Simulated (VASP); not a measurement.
All values below come from LDA (Ceperley-Alder, Perdew-Zunger), VASP's LDA PAW potentials (set 64) (plane waves; VASP).

The input files of a VASP run:

**KPOINTS**
```
Automatic mesh
0
Gamma
14 14 14
0 0 0
```

### POSCAR
```
Ag
1.0
  0.0000000000   2.0010085642   2.0010085642
  2.0010085642   0.0000000000   2.0010085642
  2.0010085642   2.0010085642   0.0000000000
Ag
1
Direct
  0.0000000000   0.0000000000   0.0000000000
```

INCAR:
```
LCHARG = .False.
LWAVE = .False.
NELM = 100
ISIF = 3   ! ions, shape and volume
ALGO = Normal   ! blocked Davidson
SYSTEM = Ag
IBRION = 2   ! conjugate gradients
PREC = Accurate
ENCUT = 520   ! plane-wave cut-off (eV)
LREAL = .False.
LASPH = .True.
SIGMA = 0.1
EDIFF = 1E-6   ! SCF stop (eV)
LMAXMIX = 4   ! l cut-off of mixed one-centre charges
EDIFFG = -0.01
NSW = 60
ISMEAR = 1
```

POTCAR, in this order: Ag (LDA.64 set). Program: vasp_std.

Problem. What does the run give for the energy per atom (σ→0), band gap (on the k-mesh)?

Solution. 
```yaml
energy per atom (σ→0): -3.782 eV/atom
band gap (on the k-mesh): none (metal, semimetal or under 0.01 eV)
```

**OSZICAR**
```
...
DAV:   4    -0.411314648834E+01   -0.76862E-03   -0.76861E-03  2116   0.959E-01
DAV:   5    -0.411315142745E+01   -0.49391E-05   -0.49407E-05  2132   0.700E-02    0.649E+00
DAV:   6    -0.380094902909E+01    0.31220E+00   -0.14519E+00  1900   0.131E+01    0.396E+00
DAV:   7    -0.378725865064E+01    0.13690E-01   -0.13662E-02  2007   0.123E+00    0.214E+00
DAV:   8    -0.378213710107E+01    0.51215E-02   -0.94600E-04  1906   0.332E-01    0.752E-02
DAV:   9    -0.378214895366E+01   -0.11853E-04   -0.77116E-06  2242   0.239E-02    0.946E-03
DAV:  10    -0.378214907413E+01   -0.12047E-06   -0.19133E-06  1954   0.135E-02
   1 F= -.37821491E+01 E0= -.37822039E+01  d E =-.378215E+01
```

The compound is Ag in the fcc structure. It was relaxed first, which changed the volume by -6 %. The start is the result of an earlier pass.
